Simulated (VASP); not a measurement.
A convergence study with VASP on SrTiO3 (cubic perovskite): one setting is varied, all else stays as given below, so the limit is that of these other settings. The cell's lengths are 1 % over those of the tabulated start and one atom is moved, so it is off equilibrium.

```yaml
crystal:
  lattice:
    - [3.94405, 0.00000, 0.00000]
    - [0.00000, 3.94405, 0.00000]
    - [0.00000, 0.00000, 3.94405]
  atoms:
    - { symbol: Sr, position: [0.00000, 0.00000, 0.00000] }
    - { symbol: Ti, position: [0.50000, 0.50000, 0.50000] }
    - { symbol: O, position: [0.50000, 0.00000, 0.50000] }
    - { symbol: O, position: [0.00000, 0.50000, 0.50000] }
    - { symbol: O, position: [0.51537, 0.50000, 0.00000] }
```

Level of theory: LDA (Ceperley-Alder, Perdew-Zunger), VASP's LDA PAW potentials (set 64) (plane waves; VASP). The tightest run used: 1000 eV cut-off, 6×6×6 Γ-centred mesh, Gaussian smearing of 0.050 eV, potentials Sr_sv Ti_sv O.

Gaps are read on the run's mesh, which can miss a band edge.

```json
[
 {"setting": "ENCUT = 250", "E (eV/atom)": "-9.0291", "pressure (GPa)": "-89.84", "largest force (eV/Å)": "0.346", "gap on the mesh (eV)": "1.828", "plane waves": "560"},
 {"setting": "ENCUT = 350", "E (eV/atom)": "-8.8334", "pressure (GPa)": "-25.78", "largest force (eV/Å)": "0.315", "gap on the mesh (eV)": "1.700", "plane waves": "931"},
 {"setting": "ENCUT = 450", "E (eV/atom)": "-8.8092", "pressure (GPa)": "-12.28", "largest force (eV/Å)": "0.311", "gap on the mesh (eV)": "1.695", "plane waves": "1357"}
]
```

These are the cheaper rows. Estimate the results at ENCUT = 1000, and how far the last row shown lies from them.

```
quantity              tightest run  last row shown is off by
--------------------  ------------  ------------------------
E (eV/atom)                -8.8114                    0.0021
pressure (GPa)              -10.99                     -1.29
largest force (eV/Å)         0.311                     0.000
gap on the mesh (eV)         1.696                    -0.001
```

Left out are rungs that failed or repeat a setting and relaxations that didn't move; long series are thinned to 24 rows.

The compound is SrTiO3 in the cubic perovskite structure, the ideal cubic form; the compound distorts at low or room temperature. The cell was not relaxed at this level, it is distorted from the ideal structure.
